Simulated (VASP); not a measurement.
Output of a VASP run:

### OSZICAR
```
       N       E                     dE             d eps       ncg     rms          rms(c)
DAV:   1     0.150996897737E+03    0.15100E+03   -0.10534E+04  3368   0.188E+03
DAV:   2    -0.777676579947E+01   -0.15877E+03   -0.15623E+03  3396   0.405E+02
DAV:   3    -0.168628647078E+02   -0.90861E+01   -0.90148E+01  5372   0.107E+02
DAV:   4    -0.171242187150E+02   -0.26135E+00   -0.26058E+00  4188   0.150E+01
DAV:   5    -0.171331584964E+02   -0.89398E-02   -0.89382E-02  4884   0.260E+00    0.127E+01
DAV:   6    -0.151353715546E+02    0.19978E+01   -0.12167E+01  4444   0.529E+01    0.544E+00
DAV:   7    -0.180932211053E+02   -0.29578E+01   -0.28261E+01  5660   0.485E+01    0.248E+01
DAV:   8    -0.148474901615E+02    0.32457E+01   -0.18796E+01  5104   0.405E+01    0.179E+00
DAV:   9    -0.148837316511E+02   -0.36241E-01   -0.24707E-01  4108   0.493E+00    0.180E+00
DAV:  10    -0.148709876793E+02    0.12744E-01   -0.72160E-02  5062   0.345E+00    0.563E-01
DAV:  11    -0.148691090296E+02    0.18786E-02   -0.50956E-03  4422   0.773E-01    0.369E-01
DAV:  12    -0.148681679610E+02    0.94107E-03   -0.35489E-03  4788   0.552E-01    0.957E-02
DAV:  13    -0.148681032600E+02    0.64701E-04   -0.34163E-04  4512   0.167E-01    0.390E-02
DAV:  14    -0.148681126047E+02   -0.93448E-05   -0.59741E-05  5354   0.740E-02    0.706E-03
DAV:  15    -0.148681125313E+02    0.73372E-07   -0.45491E-06  4004   0.288E-02    0.855E-04
DAV:  16    -0.148681123879E+02    0.14342E-06   -0.96149E-08  2578   0.432E-03    0.480E-04
DAV:  17    -0.148681121855E+02    0.20245E-06   -0.22788E-08  1914   0.190E-03    0.150E-04
DAV:  18    -0.148681122072E+02   -0.21707E-07   -0.59226E-09  1776   0.111E-03
   1 F= -.14868112E+02 E0= -.14868112E+02  d E =0.000000E+00
```

File OUTCAR:
```
------------------------ aborting loop because EDIFF is reached ----------------------------------------
  FORCE on cell =-STRESS in cart. coord.  units (eV):
  Direction    XX          YY          ZZ          XY          YZ          ZX
  --------------------------------------------------------------------------------------
  Total       -0.0253725     -0.0253725     -0.0253725     -0.0000000      0.0000000     -0.0000000
  in kB       -1.5241625     -1.5241625     -1.5241625     -0.0000000      0.0000000     -0.0000000
  external PRESSURE =      -1.5241625 kB  Pullay stress =       0.0000000 kB
  volume of cell :       26.67
      direct lattice vectors                 reciprocal lattice vectors
     2.987773420  0.000000000  0.000000000     0.334697402  0.000000000  0.000000000
     0.000000000  2.987773420  0.000000000     0.000000000  0.334697402  0.000000000
     0.000000000  0.000000000  2.987773420     0.000000000  0.000000000  0.334697402
 POSITION                                       TOTAL-FORCE (eV/Angst)
 -----------------------------------------------------------------------------------
      0.00000      0.00000      0.00000         0.000000      0.000000      0.000000
      1.49389      1.49389      1.49389         0.000000      0.000000      0.000000
 -----------------------------------------------------------------------------------
    total drift:                                0.000000      0.000000     -0.000000
  FREE ENERGIE OF THE ION-ELECTRON SYSTEM (eV)
  ---------------------------------------------------
  free  energy   TOTEN  =       -14.8681122072 eV

  energy  without entropy=      -14.8681122072  energy(sigma->0) =      -14.86811221

 total charge

# of ion       s       p       d       tot
------------------------------------------
    1        2.245   6.176   1.848  10.268
    2        0.520   0.441   7.346   8.306
--------------------------------------------------
tot          2.764   6.617   9.194  18.575
```
(Selected blocks of OUTCAR.)

**POSCAR**
```
TiCo
1
    2.9877734200     0.0000000000     0.0000000000
    0.0000000000     2.9877734200     0.0000000000
    0.0000000000     0.0000000000     2.9877734200
Ti Co
1 1
Direct
  0.0000000000   0.0000000000   0.0000000000
  0.5000000000   0.5000000000   0.5000000000
```

**Question.** Reconstruct the remaining input files.

**Answer.** One answer among several that fit: the input of the run itself, revPBE GGA, plane waves, VASP's PBE PAW potentials (set 64).

**INCAR**
```
SYSTEM=TiCo
PREC=Accurate; ENCUT=520; LREAL=.False.
LASPH=.True.
EDIFF=1E-7; NELM=100; ALGO=Normal
LMAXMIX=4
ISMEAR=-5
GGA=RE
ISIF=2
LWAVE=.False.; LCHARG=.True.; LORBIT=11
NEDOS=601
```

### KPOINTS
```
Automatic mesh
0
Gamma
14 14 14
0 0 0
```

POTCAR, in this order: Ti_sv Co (PBE.64 set). Program: vasp_std.

For a metal the tetrahedron method with Blöchl corrections gives inexact stress and forces.

The compound is TiCo in the CsCl type structure. It was relaxed first. The run is not spin-polarised, so no magnetic state was tried. The electron count is odd and the run is not spin-polarised, which forces a metal.
